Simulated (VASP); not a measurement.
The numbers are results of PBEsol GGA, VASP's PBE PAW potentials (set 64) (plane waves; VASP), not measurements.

Input for VASP

**POSCAR**
```
FeSi
1
    4.2624722613    -0.0000000000    -0.0000000000
   -0.0000000000     4.2624722613    -0.0000000000
   -0.0000000000     0.0000000000     4.2624722613
Fe Si
4 4
Direct
  0.8593473917   0.6406526083   0.3593473917
  0.3593473917   0.8593473917   0.6406526083
  0.1406526083   0.1406526083   0.1406526083
  0.6406526083   0.3593473917   0.8593473917
  0.1573742931   0.3426257069   0.6573742931
  0.6573742931   0.1573742931   0.3426257069
  0.8426257069   0.8426257069   0.8426257069
  0.3426257069   0.6573742931   0.1573742931
```

**KPOINTS**
```
K-points
0
G
 5 5 5
0 0 0
```

### INCAR
```
ALGO = Normal
EDIFF = 1E-6
EDIFFG = -0.02
ENCUT = 500
GGA = PS
IBRION = 2
ISIF = 3
ISMEAR = 0
LASPH = T
LCHARG = F
LMAXMIX = 4
LREAL = F
LWAVE = F
NELM = 100
NSW = 40
PREC = Accurate
PSTRESS = 300
SIGMA = 0.05
SYSTEM = FeSi
```

POTCAR, in this order: Fe Si (PBE.64 set). Program: vasp_std.

The run wrote:

**OUTCAR**
```
 ion  position               nearest neighbor table
   1  0.859  0.641  0.359-   5 2.20   6 2.23   7 2.23   8 2.23   6 2.37   7 2.37   8 2.37   2 2.62
                             4 2.62   3 2.62   3 2.62   2 2.62   4 2.62
   2  0.359  0.859  0.641-   6 2.20   5 2.23   7 2.23   8 2.23   8 2.37   5 2.37   7 2.37   1 2.62
                             3 2.62   4 2.62   3 2.62   1 2.62   4 2.62
   3  0.141  0.141  0.141-   7 2.20   6 2.23   5 2.23   8 2.23   8 2.37   5 2.37   6 2.37   2 2.62
                             4 2.62   1 2.62   2 2.62   1 2.62   4 2.62
   4  0.641  0.359  0.859-   8 2.20   6 2.23   7 2.23   5 2.23   5 2.37   6 2.37   7 2.37   1 2.62
                             1 2.62   2 2.62   2 2.62   3 2.62   3 2.62
   5  0.157  0.343  0.657-   1 2.20   2 2.23   3 2.23   4 2.23   2 2.37   3 2.37   4 2.37   8 2.64
                             6 2.64   8 2.64   7 2.64   7 2.64   6 2.64
   6  0.657  0.157  0.343-   2 2.20   1 2.23   3 2.23   4 2.23   4 2.37   1 2.37   3 2.37   8 2.64
                             7 2.64   5 2.64   8 2.64   7 2.64   5 2.64
   7  0.843  0.843  0.843-   3 2.20   2 2.23   1 2.23   4 2.23   4 2.37   1 2.37   2 2.37   5 2.64
                             6 2.64   8 2.64   6 2.64   5 2.64   8 2.64
   8  0.343  0.657  0.157-   4 2.20   2 2.23   3 2.23   1 2.23   1 2.37   2 2.37   3 2.37   7 2.64
                             5 2.64   5 2.64   6 2.64   6 2.64   7 2.64
  LATTYP: Found a simple cubic cell.
 ALAT       =     4.2624722613
 Subroutine PRICEL returns:
 Original cell was already a primitive cell.
 Subroutine GETGRP returns: Found 12 space group operations
The static configuration has the point symmetry C_3 .
 The point group associated with its full space group is T   .
The dynamic configuration has the point symmetry C_3 .
...
```

**OSZICAR**
```
       N       E                     dE             d eps       ncg     rms          rms(c)
DAV:   1     0.368792162013E+03    0.36879E+03   -0.19963E+04   638   0.187E+03
DAV:   2    -0.284080615651E+02   -0.39720E+03   -0.38524E+03   638   0.425E+02
DAV:   3    -0.695968904341E+02   -0.41189E+02   -0.37554E+02   868   0.155E+02
DAV:   4    -0.713485883491E+02   -0.17517E+01   -0.17239E+01   927   0.387E+01
DAV:   5    -0.713911718536E+02   -0.42584E-01   -0.42557E-01   959   0.481E+00    0.392E+01
DAV:   6    -0.728792638081E+02   -0.14881E+01   -0.20240E+02   952   0.166E+02    0.253E+01
DAV:   7    -0.636201290356E+02    0.92591E+01   -0.77732E+01   967   0.115E+02    0.111E+01
DAV:   8    -0.632007423406E+02    0.41939E+00   -0.34595E+00   919   0.181E+01    0.264E+00
DAV:   9    -0.631370958061E+02    0.63647E-01   -0.26888E-01  1007   0.522E+00    0.993E-01
DAV:  10    -0.631263991259E+02    0.10697E-01   -0.97828E-03   842   0.874E-01    0.237E-01
DAV:  11    -0.631261193027E+02    0.27982E-03   -0.29392E-03  1007   0.578E-01    0.112E-01
DAV:  12    -0.631260877115E+02    0.31591E-04   -0.10147E-04   991   0.110E-01    0.565E-02
DAV:  13    -0.631260765662E+02    0.11145E-04   -0.71667E-05  1012   0.820E-02    0.163E-02
DAV:  14    -0.631260765862E+02   -0.19984E-07   -0.18607E-06   479   0.172E-02
   1 F= -.48625163E+02 E0= -.48624888E+02  d E =-.486252E+02
```

**OUTCAR**
```
------------------------ aborting loop because EDIFF is reached ----------------------------------------
  FORCE on cell =-STRESS in cart. coord.  units (eV):
  Direction    XX          YY          ZZ          XY          YZ          ZX
  --------------------------------------------------------------------------------------
  Total       14.5869467     14.5869467     14.5869467      0.0000000      0.0000000     -0.0000000
  in kB      301.7798789    301.7798789    301.7798789      0.0000000      0.0000000     -0.0000000
  external PRESSURE =       1.7798789 kB  Pullay stress =     300.0000000 kB
  volume of cell :       77.44
      direct lattice vectors                 reciprocal lattice vectors
     4.262472261  0.000000000  0.000000000     0.234605632  0.000000000  0.000000000
     0.000000000  4.262472261  0.000000000     0.000000000  0.234605632  0.000000000
     0.000000000  0.000000000  4.262472261     0.000000000  0.000000000  0.234605632
 POSITION                                       TOTAL-FORCE (eV/Angst)
 -----------------------------------------------------------------------------------
      3.66294      2.73076      1.53171        -0.001743      0.001743     -0.001743
      1.53171      3.66294      2.73076        -0.001743     -0.001743      0.001743
      0.59953      0.59953      0.59953         0.001743      0.001743      0.001743
      2.73076      1.53171      3.66294         0.001743     -0.001743     -0.001743
      0.67080      1.46043      2.80204        -0.000022      0.000022     -0.000022
      2.80204      0.67080      1.46043        -0.000022     -0.000022      0.000022
      3.59167      3.59167      3.59167         0.000022      0.000022      0.000022
      1.46043      2.80204      0.67080         0.000022     -0.000022     -0.000022
 -----------------------------------------------------------------------------------
    total drift:                               -0.000000     -0.000000     -0.000000
  FREE ENERGIE OF THE ION-ELECTRON SYSTEM (eV)
  ---------------------------------------------------
  free  energy   TOTEN  =       -63.1260765862 eV

  energy  without entropy=      -63.1255273696  energy(sigma->0) =      -63.12580198
  enthalpy is  TOTEN    =       -48.6251628287 eV   P V=       14.5009137575

 reached required accuracy - stopping structural energy minimisation
```
(Selected blocks of OUTCAR.)

The compound is FeSi in the B20 structure. It was relaxed first under an external pressure of 30 GPa. The run is not spin-polarised, so no magnetic state was tried.
